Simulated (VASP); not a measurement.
# Zr3MoC (Pm-3m) in VASP: notebook

Aim: see how the results for Zr3MoC move with the level of theory and the settings. Levels: BLYP, AM05, PW91, optB88-vdW. Tasks: relaxation of cell and atoms.

Everything below comes from runs of VASP 6.6.1. Logs are shortened: lines on timing, memory, paths and dates and some standing lists are left out, and cuts for length are marked.

## (1) The structure

The structure is cubic, space group Pm-3m (No. 221). Conventional cell: a = 4.943 Å, b = 4.943 Å, c = 4.943 Å, α = 90.00°, β = 90.00°, γ = 90.00°. Zr (site symmetry 4/mmm) is surrounded by 2 Mo at 2.47 Å. Mo (site symmetry m-3m) has 6 Zr at 2.47 Å as nearest neighbours. C (site symmetry m-3m) is surrounded by 12 Zr at 3.49 Å.

The cell was built by a generator and needn't be a form met in nature.

## (2) Relaxation of cell and atoms, BLYP

File INCAR:

```
SYSTEM = Zr3MoC
  PREC = Accurate
  ENCUT = 600
  EDIFF = 1E-6
  ISMEAR = -1
  SIGMA = 0.05
  LREAL = .FALSE.
  LASPH = .TRUE.
  NELM = 80
  ALGO = Fast
  ISIF = 3
  LWAVE = .FALSE.
  LCHARG = .FALSE.
  GGA = B5
  ALDAX = 1.0
  AGGAX = 1.0
  AGGAC = 1.0
  ALDAC = 0.0
  IBRION = 2
  NSW = 60
  EDIFFG = -0.01
```

File KPOINTS:

```
Automatic mesh
0
G
  5 5 5
  0 0 0
```

File POSCAR:

```
Zr3MoC
1.0
    4.9425100000      0.0000000000      0.0000000000
    0.0000000000      4.9425100000      0.0000000000
    0.0000000000      0.0000000000      4.9425100000
Zr Mo C
3 1 1
Direct
    0.5000000000      0.0000000000      0.0000000000
    0.0000000000      0.5000000000      0.0000000000
    0.0000000000      0.0000000000      0.5000000000
    0.0000000000      0.0000000000      0.0000000000
    0.5000000000      0.5000000000      0.5000000000
```

Potentials or basis: VASP PAW PBE potentials, release 64 (Zr_sv, Mo_sv, C).

On the command line:

```
cat potpaw_PBE.64/Zr_sv/POTCAR potpaw_PBE.64/Mo_sv/POTCAR potpaw_PBE.64/C/POTCAR > POTCAR
mpirun -np 1 vasp_std > vasp.out
```

OUTCAR:

```text
SYSTEM = Zr3MoC
   PREC = Accurate
   ENCUT = 600
   EDIFF = 1E-6
   ISMEAR = -1
   LREAL = .FALSE.
   LASPH = .TRUE.
   NELM = 80
   ISIF = 3
   GGA = B5
   IBRION = 2
   NSW = 60
   EDIFFG = -0.01

 ion  position               nearest neighbor table
   1  0.500  0.000  0.000-   4 2.47   4 2.47   2 3.49   3 3.49   2 3.49   2 3.49   3 3.49   3 3.49
                             3 3.49   2 3.49
   2  0.000  0.500  0.000-   4 2.47   4 2.47   1 3.49   3 3.49   1 3.49   3 3.49   3 3.49   3 3.49
                             1 3.49   1 3.49
   3  0.000  0.000  0.500-   4 2.47   4 2.47   1 3.49   1 3.49   2 3.49   2 3.49   2 3.49   2 3.49
                             1 3.49   1 3.49
   4  0.000  0.000  0.000-   1 2.47   2 2.47   3 2.47   3 2.47   2 2.47   1 2.47
   5  0.500  0.500  0.500-

  LATTYP: Found a simple cubic cell.
 ALAT       =     4.9425100000

  Lattice vectors:

 A1 = (   4.9425100000,   0.0000000000,   0.0000000000)
 A2 = (   0.0000000000,   4.9425100000,   0.0000000000)
 A3 = (   0.0000000000,   0.0000000000,   4.9425100000)

Analysis of symmetry for initial positions (statically):
=====================================================================
 Subroutine PRICEL returns:
 Original cell was already a primitive cell.

 Routine SETGRP: Setting up the symmetry group for a
 simple cubic supercell.

 Subroutine GETGRP returns: Found 48 space group operations
 (whereof 48 operations were pure point group operations)
 out of a pool of 48 trial point group operations.

The static configuration has the point symmetry O_h .

Analysis of symmetry for dynamics (positions and initial velocities):
=====================================================================
 Subroutine PRICEL returns:
 Original cell was already a primitive cell.

 Routine SETGRP: Setting up the symmetry group for a
 simple cubic supercell.

 Subroutine GETGRP returns: Found 48 space group operations
 (whereof 48 operations were pure point group operations)
 out of a pool of 48 trial point group operations.

The dynamic configuration has the point symmetry O_h .

 Subroutine INISYM returns: Found 48 space group operations
 (whereof 48 operations are pure point group operations),
 and found     1 'primitive' translations

----------------------------------------------------------------------------------------

                                     Primitive cell

  volume of cell :     120.7376

  direct lattice vectors                    reciprocal lattice vectors
     4.942510000  0.000000000  0.000000000     0.202326348  0.000000000  0.000000000
     0.000000000  4.942510000  0.000000000     0.000000000  0.202326348  0.000000000
     0.000000000  0.000000000  4.942510000     0.000000000  0.000000000  0.202326348

  length of vectors
     4.942510000  4.942510000  4.942510000     0.202326348  0.202326348  0.202326348

  position of ions in fractional coordinates (direct lattice)
     0.500000000  0.000000000  0.000000000
     0.000000000  0.500000000  0.000000000
     0.000000000  0.000000000  0.500000000
     0.000000000  0.000000000  0.000000000
     0.500000000  0.500000000  0.500000000

  ion indices of the primitive-cell ions
   primitive index   ion index
                 1           1
                 2           2
                 3           3
                 4           4
                 5           5

----------------------------------------------------------------------------------------

 KPOINTS: Automatic mesh

Automatic generation of k-mesh.
 Grid dimensions read from file:
 generate k-points for:    5    5    5

 Generating k-lattice:

  Cartesian coordinates                     Fractional coordinates (reciprocal lattice)
     0.040465270  0.000000000  0.000000000     0.200000000  0.000000000  0.000000000
     0.000000000  0.040465270  0.000000000     0.000000000  0.200000000  0.000000000
     0.000000000  0.000000000  0.040465270     0.000000000  0.000000000  0.200000000

  Length of vectors
     0.040465270  0.040465270  0.040465270

  Shift w.r.t. Gamma in fractional coordinates (k-lattice)
     0.000000000  0.000000000  0.000000000

 Subroutine IBZKPT returns following result:
 ===========================================

 Found     10 irreducible k-points:

 Following reciprocal coordinates:
            Coordinates               Weight
  0.000000  0.000000  0.000000      1.000000
  0.200000  0.000000  0.000000      6.000000
  0.400000  0.000000  0.000000      6.000000
  0.200000  0.200000  0.000000     12.000000
  0.400000  0.200000  0.000000     24.000000
  0.400000  0.400000  0.000000     12.000000
  0.200000  0.200000  0.200000      8.000000
  0.400000  0.200000  0.200000     24.000000
  0.400000  0.400000  0.200000     24.000000
  0.400000  0.400000  0.400000      8.000000
   k-points           NKPTS =     10   k-points in BZ     NKDIM =     10   number of bands    NBANDS=     32
   number of dos      NEDOS =    301   number of ions     NIONS =      5
   total plane-waves  NPLWV =  64000
   dimension x,y,z NGX =    40 NGY =   40 NGZ =   40
   dimension x,y,z NGXF=    80 NGYF=   80 NGZF=   80
   ions per type =               3   1   1
   NGX,Y,Z   is equivalent  to a cutoff of  13.45, 13.45, 13.45 a.u.
   NGXF,Y,Z  is equivalent  to a cutoff of  26.91, 26.91, 26.91 a.u.
 SYSTEM =  Zr3MoC
   PREC   = accura    normal or accurate (medium, high low for compatibility)
   ISTART =      0    job   : 0-new  1-cont  2-samecut
   ICHARG =      2    charge: 1-file 2-atom 10-const
   ISPIN  =      1    spin polarized calculation?
   LNONCOLLINEAR =      F non collinear calculations
   LSORBIT =      F    spin-orbit coupling
   LASPH  =      T    aspherical Exc in radial PAW
   ENCUT  =  600.0 eV  44.10 Ry    6.64 a.u.   9.87  9.87  9.87*2*pi/ulx,y,z
   NELM   =     80;   NELMIN=  2; NELMDL= -5     # of ELM steps
   EDIFF  = 0.1E-05   stopping-criterion for ELM
   LREAL  =      F    real-space projection
   EDIFFG = -.1E-01   stopping-criterion for IOM
   NSW    =     60    number of steps for IOM
   IBRION =      2    ionic relax: 0-MD 1-quasi-New 2-CG
   NFREE  =      1    steps in history (QN), initial steepest desc. (CG)
   ISIF   =      3    stress and relaxation
   ISYM   =      2    0-nonsym 1-usesym 2-fastsym
   POTIM  = 0.5000    time-step for ionic-motion
   TEBEG  =    0.0;   TEEND  =   0.0 temperature during run
   PSTRESS=    0.0 pullay stress
   NELECT =      54.0000    total number of electrons
   NUPDOWN=      -1.0000    fix difference up-down
   EMIN   =  10.00;   EMAX   =-10.00  energy-range for DOS
   EFERMI =   0.00;   METHOD = LEGACY
   ISMEAR =    -1;   SIGMA  =   0.05  broadening in eV -4-tet -1-fermi 0-gaus
   EFERMI_NEDOS =   21; number of points for ismear=-14 and -15
   IALGO  =     68    algorithm
   IMIX   =      4    mixing-type and parameters
     AMIX     =   0.40;   BMIX     =  1.00
     AMIX_MAG =   1.60;   BMIX_MAG =  1.00
  volume/ion in A,a.u.               =      24.15       162.96
  Fermi-wavevector in a.u.,A,eV,Ry     =   1.251964  2.365869 21.325962  1.567414
  Thomas-Fermi vector in A             =   2.385887
   LORBIT       =      0    0 simple, 1 ext, 2 COOP (PROOUT), +10 PAW based schemes
   GGA     = B5    functional components
   LHFCALC =     F    Hartree Fock is set to
   AEXX    =    0.0000 exact exchange contribution
   IVDW    =     0    specifies the selected vdW correction
   LEPSILON=     F    determine dielectric tensor
   LRPA    =     F    only Hartree local field effects (RPA)
 conjugate gradient relaxation of ions
 non-spin polarized calculation
 RMM-DIIS sequential band-by-band and
  energy-cutoff  :      600.00
  volume of cell :      120.74
 maximum number of plane-waves:      4048
 NGX is ok and might be reduce to    40
   NGX = 19   NGY = 19   NGZ = 19

--------------------------------------- Ionic step        1  -------------------------------------------

 number of electron      54.0000001 magnetization

 Free energy of the ion-electron system (eV)
  ---------------------------------------------------
  ext. energy  EPLUGINS =         0.00000000
  ---------------------------------------------------
  free energy    TOTEN  =       -31.74977440 eV

  energy without entropy =      -31.69104130  energy(sigma->0) =      -31.72040785

------------------------ aborting loop because EDIFF is reached ----------------------------------------

  FORCE on cell =-STRESS in cart. coord.  units (eV):
  Direction    XX          YY          ZZ          XY          YZ          ZX
  --------------------------------------------------------------------------------------
  -------------------------------------------------------------------------------------
  Total        3.4970457      3.4970457      3.4970457      0.0000000      0.0000000      0.0000000
  in kB       46.4054743     46.4054743     46.4054743      0.0000000      0.0000000      0.0000000
  external PRESSURE =      46.4054743 kB  Pullay stress =       0.0000000 kB
[... 63 lines left out ...]
  energy  without entropy=      -31.7393557498  energy(sigma->0) =      -31.77430541

--------------------------------------- Ionic step        3  -------------------------------------------

 number of electron      54.0000004 magnetization

 Free energy of the ion-electron system (eV)
  ---------------------------------------------------
  ext. energy  EPLUGINS =         0.00000000
  ---------------------------------------------------
  free energy    TOTEN  =       -31.85209739 eV

  energy without entropy =      -31.78838903  energy(sigma->0) =      -31.82024321

 E-fermi :   6.1685     XC(G=0):  -9.2352

 val. band max:        6.1323109594   @ k =   0.4000   0.4000   0.2000
 cond. band min:       6.2222153151   @ k =   0.4000   0.2000   0.2000
 fundamental gap:      0.0899043557
 Fermi energy:         6.1685414346

 k-point     1 :       0.0000    0.0000    0.0000
  band No.  band energies     occupation
      1     -53.4061      2.00000
      2     -43.0316      2.00000
      3     -43.0127      2.00000
      4     -43.0127      2.00000
      5     -28.0105      2.00000
      6     -28.0105      2.00000
[... 371 lines left out ...]
  FREE ENERGIE OF THE ION-ELECTRON SYSTEM (eV)
  ---------------------------------------------------
  free  energy   TOTEN  =       -31.8520973870 eV

  energy  without entropy=      -31.7883890280  energy(sigma->0) =      -31.82024321

 reached required accuracy - stopping structural energy minimisation
```

Wall time 5.4 min (1 thread of Intel Xeon 6975P-C (Granite Rapids), shared host); peak memory 0.27 GiB.

What came out:

| Item | Value |
| --- | --- |
| Free energy | -31.8521 eV |
| Relaxed volume | 25.64 Å³/atom |
| Relaxed cell | a = 5.042 Å, b = 5.042 Å, c = 5.042 Å, α = 90.00°, β = 90.00°, γ = 90.00° |
| Space group after relaxing (to 0.05 Å) | Pm-3m (No. 221) |
| Energy gained by relaxing | 20.5 meV/atom |
| Ionic steps | 3 |
| Pressure after relaxing | 0.0 GPa |
| Band gap on the k mesh | none (metal or under the smearing width) |

Step by step:
```csv
step,energy change (eV),largest force (eV/Å),pressure (GPa),volume (Å³)
1,0.0000,0.0000,4.64,120.74
2,-0.0595,0.0000,-2.54,133.38
3,-0.1023,0.0000,-0.02,128.18
```

Final structure:
```xyz
5
Lattice="5.0420 0.0000 0.0000 0.0000 5.0420 0.0000 0.0000 0.0000 5.0420" Properties=species:S:1:pos:R:3 pbc="T T T"
Zr    2.5210    0.0000    0.0000
Zr    0.0000    2.5210    0.0000
Zr    0.0000    0.0000    2.5210
Mo    0.0000    0.0000    0.0000
C     2.5210    2.5210    2.5210
```

Levels at points of the mesh, in eV from the Fermi level:
```tsv
k point	band 24	band 25	band 26	band 27	band 28	band 29	band 30	band 31
(0.00, 0.00, 0.00)	-0.75	-0.75	-0.48	-0.34	-0.34	-0.34	1.60	1.60
```

Caveat: the PAW data sets were made with another functional, which shifts forces and pressure a little.

## (3) Relaxation of cell and atoms, AM05

Changes to INCAR since step 2:

```diff
@@ -13,7 +13,3 @@
   LCHARG = .FALSE.
-  GGA = B5
-  ALDAX = 1.0
-  AGGAX = 1.0
-  AGGAC = 1.0
-  ALDAC = 0.0
+  GGA = AM
   IBRION = 2
```

KPOINTS is that of step 2.

POSCAR is that of step 2.

Potentials or basis: VASP PAW PBE potentials, release 64 (Zr_sv, Mo_sv, C).

On the command line:

```
cat potpaw_PBE.64/Zr_sv/POTCAR potpaw_PBE.64/Mo_sv/POTCAR potpaw_PBE.64/C/POTCAR > POTCAR
mpirun -np 1 vasp_std > vasp.out
```

OUTCAR:

```text
SYSTEM = Zr3MoC
   PREC = Accurate
   ENCUT = 600
   EDIFF = 1E-6
   ISMEAR = -1
   LREAL = .FALSE.
   LASPH = .TRUE.
   NELM = 80
   ISIF = 3
   GGA = AM
   IBRION = 2
   NSW = 60
   EDIFFG = -0.01

 ion  position               nearest neighbor table
   1  0.500  0.000  0.000-   4 2.47   4 2.47   2 3.49   3 3.49   2 3.49   2 3.49   3 3.49   3 3.49
                             3 3.49   2 3.49
   2  0.000  0.500  0.000-   4 2.47   4 2.47   1 3.49   3 3.49   1 3.49   3 3.49   3 3.49   3 3.49
                             1 3.49   1 3.49
   3  0.000  0.000  0.500-   4 2.47   4 2.47   1 3.49   1 3.49   2 3.49   2 3.49   2 3.49   2 3.49
                             1 3.49   1 3.49
   4  0.000  0.000  0.000-   1 2.47   2 2.47   3 2.47   3 2.47   2 2.47   1 2.47
   5  0.500  0.500  0.500-

  LATTYP: Found a simple cubic cell.
 ALAT       =     4.9425100000

  Lattice vectors:

 A1 = (   4.9425100000,   0.0000000000,   0.0000000000)
 A2 = (   0.0000000000,   4.9425100000,   0.0000000000)
 A3 = (   0.0000000000,   0.0000000000,   4.9425100000)

Analysis of symmetry for initial positions (statically):
=====================================================================
 Subroutine PRICEL returns:
[... 155 lines left out ...]

 number of electron      54.0000001 magnetization

 Free energy of the ion-electron system (eV)
  ---------------------------------------------------
  ext. energy  EPLUGINS =         0.00000000
  ---------------------------------------------------
  free energy    TOTEN  =       -37.68175321 eV

  energy without entropy =      -37.61754001  energy(sigma->0) =      -37.64964661

------------------------ aborting loop because EDIFF is reached ----------------------------------------

  FORCE on cell =-STRESS in cart. coord.  units (eV):
  Direction    XX          YY          ZZ          XY          YZ          ZX
  --------------------------------------------------------------------------------------
  -------------------------------------------------------------------------------------
  Total       -1.7736847     -1.7736847     -1.7736847     -0.0000000      0.0000000     -0.0000000
  in kB      -23.5366324    -23.5366324    -23.5366324     -0.0000000      0.0000000     -0.0000000
  external PRESSURE =     -23.5366324 kB  Pullay stress =       0.0000000 kB
[... 65 lines left out ...]
--------------------------------------- Ionic step        3  -------------------------------------------

 number of electron      53.9999997 magnetization

 Free energy of the ion-electron system (eV)
  ---------------------------------------------------
  ext. energy  EPLUGINS =         0.00000000
  ---------------------------------------------------
  free energy    TOTEN  =       -37.70846602 eV

  energy without entropy =      -37.64598448  energy(sigma->0) =      -37.67722525

 E-fermi :   6.4251     XC(G=0): -10.3181

 val. band max:        6.4180679993   @ k =   0.4000   0.0000   0.0000
 cond. band min:       6.4460976589   @ k =   0.4000   0.2000   0.2000
 fundamental gap:      0.0280296595
 Fermi energy:         6.4250688341

 k-point     1 :       0.0000    0.0000    0.0000
  band No.  band energies     occupation
      1     -53.2218      2.00000
      2     -42.5834      2.00000
      3     -42.5593      2.00000
      4     -42.5593      2.00000
      5     -27.9087      2.00000
      6     -27.9087      2.00000
[... 371 lines left out ...]
  FREE ENERGIE OF THE ION-ELECTRON SYSTEM (eV)
  ---------------------------------------------------
  free  energy   TOTEN  =       -37.7084660201 eV

  energy  without entropy=      -37.6459844828  energy(sigma->0) =      -37.67722525

 reached required accuracy - stopping structural energy minimisation
```

It took 3.5 min on 1 thread of Intel Xeon 6975P-C (Granite Rapids), shared host; peak memory 0.27 GiB.

What came out:

```yaml
Free_energy: -37.7085 eV
Relaxed_volume: 23.43 Å³/atom
Relaxed_cell: a = 4.893 Å, b = 4.893 Å, c = 4.893 Å, α = 90.00°, β = 90.00°, γ = 90.00°
Space_group_after_relaxing_to_0.05_Å: Pm-3m (No. 221)
Energy_gained_by_relaxing: 5.3 meV/atom
Ionic_steps: 3
Pressure_after_relaxing: 0.0 GPa
Band_gap_on_the_k_mesh: none (metal or under the smearing width)
```

The path:
| step | energy change (eV) | largest force (eV/Å) | pressure (GPa) | volume (Å³) |
| --- | --- | --- | --- | --- |
| 1 | 0.0000 | 0.0000 | -2.35 | 120.74 |
| 2 | -0.0124 | 0.0000 | 1.85 | 114.64 |
| 3 | -0.0267 | 0.0000 | -0.01 | 117.17 |

Final structure:
```xyz
5
Lattice="4.8934 0.0000 0.0000 0.0000 4.8934 0.0000 0.0000 0.0000 4.8934" Properties=species:S:1:pos:R:3 pbc="T T T"
Zr    2.4467    0.0000    0.0000
Zr    0.0000    2.4467    0.0000
Zr    0.0000    0.0000    2.4467
Mo    0.0000    0.0000    0.0000
C     2.4467    2.4467    2.4467
```

Caveat: the PAW data sets were made with another functional, which shifts forces and pressure a little.

(Part 1 of 2 ends here.)
